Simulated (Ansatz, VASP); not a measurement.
# Cross-check of Y2HfO5 (Y2HfO5 (Pnma)) between VASP and Ansatz, part 2 of 2

Wanted: the spread between two codes on one cell, functional and k mesh. The structure shown is the start of the Ansatz relaxation below; VASP solves that cell, so the two are compared at the walk's first step.

VASP 6.6.1 and Ansatz 0.2.0.

So far: The starting structure; Ansatz: relaxation, r2SCAN.

## (3) VASP: single point, r2SCAN, start cell

Level of this step: r2SCAN; plane waves and PAW (Y_sv, Hf_pv, O) (VASP).

The same cell, functional, mesh and smearing now go to VASP, with its own data sets.

Lines of VASP's logs that name or quote its potential files are left out, and so is its time.

Contents of INCAR:

```
SYSTEM = Y2HfO5
PREC = Accurate
ENCUT = 580
EDIFF = 1E-06
NELM = 120
ISMEAR = -1
SIGMA = 0.01
LREAL = Auto
ALGO = Normal
METAGGA = R2SCAN
LASPH = .TRUE.
NBANDS = 148
LORBIT = 11
LWAVE = .FALSE.
LCHARG = .FALSE.
ISIF = 2
GGA_COMPAT = .FALSE.
EFERMI = MIDGAP
LMIXTAU = .TRUE.
KPAR = 4
```

Contents of POSCAR:

```
Y2HfO5
1.0
    7.4613080000      0.0000000000      0.0000000000
    0.0000000000      3.7343750000      0.0000000000
    0.0000000000      0.0000000000     15.6501100000
Y Hf O
8 4 20
Direct
    0.5943900185      0.2500000000      0.5889672980
    0.6412176658      0.2500000000      0.2399287289
    0.8587823342      0.7500000000      0.7399287289
    0.9056099815      0.7500000000      0.0889672980
    0.0943900185      0.2500000000      0.9110327020
    0.1412176658      0.2500000000      0.2600712711
    0.3587823341      0.7500000000      0.7600712711
    0.4056099815      0.7500000000      0.4110327020
    0.6238233296      0.2500000000      0.9283621649
    0.8761766704      0.7500000000      0.4283621649
    0.1238233296      0.2500000000      0.5716378351
    0.3761766704      0.7500000000      0.0716378351
    0.5965916432      0.7500000000      0.6791152906
    0.5899870371      0.7500000000      0.9663025372
    0.5973624196      0.7500000000      0.1534189856
    0.6433679591      0.7500000000      0.5037088557
    0.7983945978      0.2500000000      0.8301123123
    0.7016054022      0.7500000000      0.3301123123
    0.8566320409      0.2500000000      0.0037088557
    0.9026375804      0.2500000000      0.6534189856
    0.9100129629      0.2500000000      0.4663025372
    0.9034083568      0.2500000000      0.1791152906
    0.0965916432      0.7500000000      0.8208847094
    0.0899870371      0.7500000000      0.5336974628
    0.0973624196      0.7500000000      0.3465810144
    0.1433679591      0.7500000000      0.9962911443
    0.2983945978      0.2500000000      0.6698876877
    0.2016054022      0.7500000000      0.1698876877
    0.3566320409      0.2500000000      0.4962911443
    0.4026375804      0.2500000000      0.8465810144
    0.4100129629      0.2500000000      0.0336974628
    0.4034083568      0.2500000000      0.3208847094
```

Contents of KPOINTS:

```
Automatic mesh
0
Gamma
4 7 2
0 0 0
```

Potentials, in the order of the species: Y_sv, Hf_pv and O (PBE family, release 64).

On the command line:

```sh
> mpirun -np 4 vasp_std
```

Numbers of over 12 decimals in the logs are rounded to 6 here.

The program printed:

```text
[banner, memory and clock lines left out]
running    4 mpi-ranks, on    1 nodes
[...]
|                                                                             |
|               ----> ADVICE to this user running VASP <----                  |
|                                                                             |
|     You enforced a specific xc type in the INCAR file but a different       |
|     [... a line on the potential file left out ...]
|     I HOPE YOU KNOW WHAT YOU ARE DOING!                                     |
|                                                                             |

 LDA part: xc-table for (None), standard interpolation
 POSCAR, INCAR and KPOINTS ok, starting setup
[...]
entering main loop
       N       E                     dE             d eps       ncg     rms          rms(c)
DAV:   1     0.174740813063E+04    0.17474E+04   -0.14575E+05  7104   0.187E+03
DAV:   2    -0.521431063674E+03   -0.22688E+04   -0.21953E+04  8720   0.480E+02
DAV:   3    -0.701857725813E+03   -0.18043E+03   -0.17937E+03  8312   0.124E+02
DAV:   4    -0.718319597856E+03   -0.16462E+02   -0.16424E+02 12288   0.240E+01
[...]
DAV:  23    -0.587408235034E+03   -0.59508E-04   -0.20978E-05  7832   0.192E-02    0.625E-02
DAV:  24    -0.587408230010E+03    0.50238E-05   -0.36569E-06  6616   0.679E-03    0.431E-02
DAV:  25    -0.587408230844E+03   -0.83370E-06   -0.58610E-07  4808   0.300E-03
   1 F= -.58740823E+03 E0= -.58740823E+03  d E =0.000000E+00
```

OUTCAR, selected parts (step 3):

```text
  Total        0.1924035      0.2713649      0.2071290      0.0000000      0.0000000      0.0000000
  in kB        0.7069249      0.9970430      0.7610289      0.0000000      0.0000000      0.0000000
  external PRESSURE =       0.8216656 kB  Pullay stress =       0.0000000 kB

 POSITION                                       TOTAL-FORCE (eV/Angst)
 -----------------------------------------------------------------------------------
      4.43493      0.93359      9.21740         0.007623     -0.000000      0.005041
      4.78432      0.93359      3.75491        -0.012904      0.000000      0.002855
      6.40764      2.80078     11.57997         0.012904     -0.000000      0.002855
      6.75703      2.80078      1.39235        -0.007623     -0.000000      0.005041
      0.70427      0.93359     14.25776         0.007623     -0.000000     -0.005041
      1.05367      0.93359      4.07014        -0.012904     -0.000000     -0.002855
      2.67699      2.80078     11.89520         0.012904     -0.000000     -0.002855
      3.02638      2.80078      6.43271        -0.007623      0.000000     -0.005041
      4.65454      0.93359     14.52897         0.007371     -0.000000      0.012407
      6.53742      2.80078      6.70392        -0.007371     -0.000000      0.012407
      0.92388      0.93359      8.94619         0.007371     -0.000000     -0.012407
      2.80677      2.80078      1.12114        -0.007371     -0.000000     -0.012407
      4.45135      2.80078     10.62823         0.021163      0.000000      0.011215
      4.40207      2.80078     15.12274        -0.000780     -0.000000     -0.000043
[...]
-----------------------------------------------------------------------------------
    total drift:                                0.000000     -0.000000      0.000000

  FREE ENERGIE OF THE ION-ELECTRON SYSTEM (eV)
  ---------------------------------------------------
  free  energy   TOTEN  =      -587.4082308438 eV

  energy  without entropy=     -587.4082308438  energy(sigma->0) =     -587.40823084

[... 3 further parts left out ...]
[key lines of the parts left out:]
E-fermi :   3.9148
```

The run ends at a pressure of 0.08 GPa, with forces up to 0.024 eV/Å.

## (4) Side by side

Known differences besides the potentials themselves: VASP keeps PBE cores, Ansatz makes them for the functional; the data sets hold 312 valence electrons in Ansatz (on its PAW soft_1 files) and 248 in VASP; the cutoff is 500 eV in Ansatz and 580 eV in VASP (PREC = Accurate, projectors in real space). Total energies have different zeros and are not compared.

At this near-relaxed geometry the largest component of a force difference is 141 meV/Å. VASP's last cycles still show a density residual of 4e-03, so its state may not be settled.

## (5) What came out

| Quantity | Value |
| --- | --- |
| r.m.s. force difference (single point, r2SCAN, start cell) | 65 meV/Å |

In words: The r.m.s. force difference is 65 meV/Å (single point, r2SCAN, start cell), beyond the 12 meV/Å picked in this series as the mark of a large difference. The data sets hold unlike numbers of valence electrons (312 in Ansatz and 248 in VASP), so part of the differences comes from the potentials. What causes the difference of the single point, r2SCAN, start cell pair stays open here. Such differences can come from data sets, numerical settings and the points named under the comparisons, not from the functional's error against experiment.

[Lines on the potential files, build, host, timing and source positions are cut from VASP's logs without a mark.]

[Logs are printed without paths, hosts, clocks, repeated set-up lines and the standing remarks that a program may print on its own settings, such as how far it seeks lower states.]

[Hosts, paths, dates, database ids (printed as entryN), source tags and the programs' standing remarks are cut or masked in the printed files.]
